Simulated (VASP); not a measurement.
Set up this calculation in VASP 6.6.1, as the native input.

```yaml
Task: density of states
Functional: PBE
Potentials_or_basis: VASP PAW PBE potentials, release 64 (K_sv, Pd)
Cutoff: 520 eV
k_mesh: 6 × 6 × 6
Occupations: fermi-dirac, width 0.05 eV
Spin: no spin polarisation
Dipole_correction: no
k_mesh_for_the_DOS: 9 × 9 × 9
Occupations_for_the_DOS: tetrahedron
Further_INCAR_settings: ALGO = Fast; EDIFF = 1e-06; NBANDS = 26
```

Crystal: K3Pd.

```
CELL_PARAMETERS angstrom
5.44501 0.00000 0.00000
0.00000 5.44501 0.00000
0.00000 0.00000 5.44501
ATOMIC_POSITIONS crystal
K 0.50000 0.50000 0.00000
K 0.50000 0.00000 0.50000
K 0.00000 0.50000 0.50000
Pd 0.00000 0.00000 0.00000
```

The cell comes from a database or a generator and needn't be the stable form of this composition.

One way to write it, as run:

POSCAR

```
K3Pd
1.0
    5.4450130000      0.0000000000      0.0000000000
    0.0000000000      5.4450130000      0.0000000000
    0.0000000000      0.0000000000      5.4450130000
K Pd
3 1
Direct
    0.5000000000      0.5000000000      0.0000000000
    0.5000000000      0.0000000000      0.5000000000
    0.0000000000      0.5000000000      0.5000000000
    0.0000000000      0.0000000000      0.0000000000
```

INCAR.step1

```
SYSTEM = K3Pd
PREC = Accurate
ENCUT = 520
EDIFF = 1E-6
ISMEAR = -1
SIGMA = 0.05
LREAL = .False.
LASPH = .True.
NELM = 100
ALGO = Fast
ISIF = 2
LWAVE = .False.
LCHARG = .True.
LMAXMIX = 4
GGA = PE
NBANDS = 26
```

KPOINTS.step1

```
regular mesh
0
Gamma
  6 6 6
  0 0 0
```

INCAR.step2

```
SYSTEM = K3Pd
PREC = Accurate
ENCUT = 520
EDIFF = 1E-6
ISMEAR = -5
SIGMA = 0.05
LREAL = .False.
LASPH = .True.
NELM = 100
ALGO = Fast
ISIF = 2
LWAVE = .False.
LCHARG = .False.
LMAXMIX = 4
GGA = PE
LORBIT = 11
NBANDS = 26
NEDOS = 2001
ICHARG = 11
```

KPOINTS.step2

```
regular mesh
0
Gamma
  9 9 9
  0 0 0
```

Potentials or basis: VASP PAW PBE potentials, release 64 (K_sv, Pd).

Command:

```console
$ cat potpaw_PBE.64/K_sv/POTCAR potpaw_PBE.64/Pd/POTCAR > POTCAR
$ cp INCAR.step1 INCAR
$ cp KPOINTS.step1 KPOINTS
$ mpirun -np 1 vasp_std > vasp.out
$ cp INCAR.step2 INCAR
$ cp KPOINTS.step2 KPOINTS
$ mpirun -np 1 vasp_std > vasp.out
```

Results of the run:

```json
{
 "Valence electrons inside the program's atomic spheres": "K 7.56; Pd 9.19"
}
```

Wall time 2.9 min on 1 thread of Intel(R) Xeon(R) Platinum 8559C (Emerald Rapids), with other jobs on the host, peak memory 0.3 GiB.
